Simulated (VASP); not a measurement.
Calculation: PBE GGA, VASP's PBE PAW potentials (set 64) (plane waves; VASP).

VASP input:

**KPOINTS**
```
Automatic mesh
0
Gamma
15 15 15
0 0 0
```

**POSCAR**
```
WB
1
   -0.0000000000     2.4232338085     2.4232338085
    2.4232338085     0.0000000000     2.4232338085
    2.4232338085     2.4232338085     0.0000000000
W B
1 1
Direct
  0.0000000000   0.0000000000   0.0000000000
  0.2500000000   0.2500000000   0.2500000000
```

INCAR:
```
# general
SYSTEM  = WB
PREC    = Accurate
ENCUT   = 520
LREAL   = F
LASPH   = T

# electronic loop
EDIFF   = 1E-7
NELM    = 100
ALGO    = Normal
LMAXMIX = 6

# smearing
ISMEAR  = -5

# functional
GGA     = PE

# ions
ISIF    = 2

# output
LWAVE   = F
LCHARG  = T
LORBIT  = 11
NEDOS   = 601
```

POTCAR, in this order: W_sv B (PBE.64 set). Program: vasp_std.

The resulting files:

### OSZICAR
```
       N       E                     dE             d eps       ncg     rms          rms(c)
DAV:   1     0.101118878512E+03    0.10112E+03   -0.88249E+03  2880   0.144E+03
DAV:   2    -0.180905267939E+02   -0.11921E+03   -0.11519E+03  3168   0.361E+02
DAV:   3    -0.215380488834E+02   -0.34475E+01   -0.33796E+01  3580   0.573E+01
DAV:   4    -0.215789839769E+02   -0.40935E-01   -0.40907E-01  3196   0.652E+00
DAV:   5    -0.215794779068E+02   -0.49393E-03   -0.49387E-03  3668   0.733E-01    0.251E+01
DAV:   6    -0.178331476400E+02    0.37463E+01   -0.15202E+01  3164   0.327E+01    0.354E+00
DAV:   7    -0.178385455495E+02   -0.53979E-02   -0.28129E-01  3460   0.456E+00    0.220E+00
DAV:   8    -0.178296957485E+02    0.88498E-02   -0.19969E-02  3112   0.198E+00    0.218E-01
DAV:   9    -0.178292913724E+02    0.40438E-03   -0.42913E-03  3324   0.714E-01    0.793E-02
DAV:  10    -0.178291776871E+02    0.11369E-03   -0.16859E-04  3348   0.117E-01    0.257E-02
DAV:  11    -0.178291770489E+02    0.63823E-06   -0.14667E-05  3344   0.438E-02    0.969E-03
DAV:  12    -0.178291922438E+02   -0.15195E-04   -0.54869E-06  3236   0.166E-02    0.176E-03
DAV:  13    -0.178291898661E+02    0.23776E-05   -0.12968E-07  2208   0.365E-03    0.406E-04
DAV:  14    -0.178291904813E+02   -0.61518E-06   -0.10634E-08  1740   0.120E-03    0.470E-04
DAV:  15    -0.178291909953E+02   -0.51400E-06   -0.48013E-09  1648   0.596E-04    0.120E-04
DAV:  16    -0.178291908995E+02    0.95782E-07   -0.57197E-10  1568   0.284E-04
   1 F= -.17829191E+02 E0= -.17829191E+02  d E =0.000000E+00
```

OUTCAR:
```
------------------------ aborting loop because EDIFF is reached ----------------------------------------
  FORCE on cell =-STRESS in cart. coord.  units (eV):
  Direction    XX          YY          ZZ          XY          YZ          ZX
  --------------------------------------------------------------------------------------
  Total        0.0284470      0.0284470      0.0284470      0.0000000      0.0000000     -0.0000000
  in kB        1.6015146      1.6015146      1.6015146      0.0000000      0.0000000     -0.0000000
  external PRESSURE =       1.6015146 kB  Pullay stress =       0.0000000 kB
  volume of cell :       28.46
      direct lattice vectors                 reciprocal lattice vectors
     0.000000000  2.423233809  2.423233809    -0.206335847  0.206335847  0.206335847
     2.423233809  0.000000000  2.423233809     0.206335847 -0.206335847  0.206335847
     2.423233809  2.423233809  0.000000000     0.206335847  0.206335847 -0.206335847
 POSITION                                       TOTAL-FORCE (eV/Angst)
 -----------------------------------------------------------------------------------
      0.00000      0.00000      0.00000        -0.000000     -0.000000     -0.000000
      1.21162      1.21162      1.21162         0.000000      0.000000      0.000000
 -----------------------------------------------------------------------------------
    total drift:                               -0.000000     -0.000000     -0.000000
  FREE ENERGIE OF THE ION-ELECTRON SYSTEM (eV)
  ---------------------------------------------------
  free  energy   TOTEN  =       -17.8291908995 eV

  energy  without entropy=      -17.8291908995  energy(sigma->0) =      -17.82919090

 total charge

# of ion       s       p       d       tot
------------------------------------------
    1        2.392   6.275   3.331  11.998
    2        0.788   1.303   0.000   2.091
--------------------------------------------------
tot          3.180   7.578   3.331  14.089
```
(Selected blocks of OUTCAR.)

For a metal the tetrahedron method with Blöchl corrections gives inexact stress and forces.

The structure was generated: WB was put into the zinc blende type (F-43m), which need not be its known phase. It was relaxed first, which changed the volume by -38 %. The electron count is odd and the run is not spin-polarised, which forces a metal.
